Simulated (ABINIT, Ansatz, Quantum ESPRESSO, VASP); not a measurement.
**One structure in several programs: IrRh3 (I4/mmm, 4 atoms in the cell)**

Self-consistent single point.

```yaml
crystal:
  lattice:
    - [-1.90678, 1.90678, 3.81948]
    - [1.90678, -1.90678, 3.81948]
    - [1.90678, 1.90678, -3.81948]
  atoms:
    - { symbol: Ir, position: [0.00000, 0.00000, 0.00000] }
    - { symbol: Rh, position: [0.75000, 0.25000, 0.50000] }
    - { symbol: Rh, position: [0.25000, 0.75000, 0.50000] }
    - { symbol: Rh, position: [0.50000, 0.50000, 0.00000] }
```

All programs got the same cell, k-point mesh and kind of occupations (in Ansatz's words: kpoints.mp_grid.grid = 10 10 10; scf.occupations.method = gaussian; scf.occupations.width = 0.136 eV); potentials, basis and cutoffs are each program's usual ones.

```json
[
 {"code": "Quantum ESPRESSO", "model": "LDA (PZ), GBRV 1.5 ultrasoft (LDA) pseudopotentials", "pressure (GPa)": "-12.87", "cutoff": "40 Ry"},
 {"code": "Ansatz", "model": "LDA (PW92), PAW files made with PBE", "pressure (GPa)": "-11.87", "cutoff": "default"},
 {"code": "ABINIT", "model": "LDA (PW92), norm-conserving pseudopotentials (PseudoDojo nc-sr-04 LDA standard)", "pressure (GPa)": "-11.77", "cutoff": "88 Ry"},
 {"code": "VASP", "model": "LDA (PZ), VASP's LDA PAW potentials (set 64)", "pressure (GPa)": "-11.26", "cutoff": "300 eV"}
]
```

The spread over the programs that give each value: pressure within 1.61 GPa.

The starting cell comes from a database of computed structures (which also holds hypothetical and non-ambient phases and stackings), without a prior relaxation at this level. On Ansatz's run: Spin-orbit coupling is off. Spin polarisation is off. In the base run, with a pressure of about -12 GPa the cell is away from its equilibrium volume at this level.

Problem. Why do the programs differ, and what cannot be compared?

Solution. Differences of this kind can come from the potentials, where these differ, and from what each basis and cutoff leave unconverged. The valence holds different numbers of electrons (Quantum ESPRESSO 60, Ansatz (a first-principles code) 68, ABINIT 68, VASP 54). The zero of total energies and Fermi levels follows the potentials and each program's conventions, so they are not compared here. Ansatz's pressure is given at a fixed set of plane waves, as the other plane-wave codes print theirs; with its correction for the finite basis it is -11.79 GPa. The same LDA comes in different parametrisations, which differ slightly. In the pressure, Quantum ESPRESSO (by 1.06) lies more than 1 GPa from the median of the plane-wave programs.

VASP's run is marked for a possible Pulay error in its stress at this cutoff; no cutoff test was made.

Left out of this page: GPAW, Elk, FLEUR and SIESTA (not drawn, or without a comparable value).

Keys are those of Ansatz 0.2.
